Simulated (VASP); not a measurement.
```
Al2Pt
1.0
    0.00000     2.82926     2.82926
    2.82926     0.00000     2.82926
    2.82926     2.82926     0.00000
Al Pt
2 1
Cartesian
  1.41463   1.41463   1.41463
  4.24388   4.24388   4.24388
  0.00000   0.00000   0.00000
```

The numbers are results of PBEsol GGA, VASP's PBE PAW potentials (set 64) (plane waves; VASP 6.6.1), not measurements. Numerical set-up: 480 eV cut-off, 8×8×8 Γ-centred mesh, first-order Methfessel-Paxton smearing of 0.10 eV, potentials Al Pt.

**Question.** Give the stress tensor in GPa (positive for a compressed cell).

**Answer.** 
```
22.53   0.00   0.00
 0.00  22.53   0.00
 0.00   0.00  22.53
```
The pressure is its mean diagonal, 22.53 GPa.

The compound is PtAl2 in the fluorite structure. This cell was strained or had an atom moved on purpose.
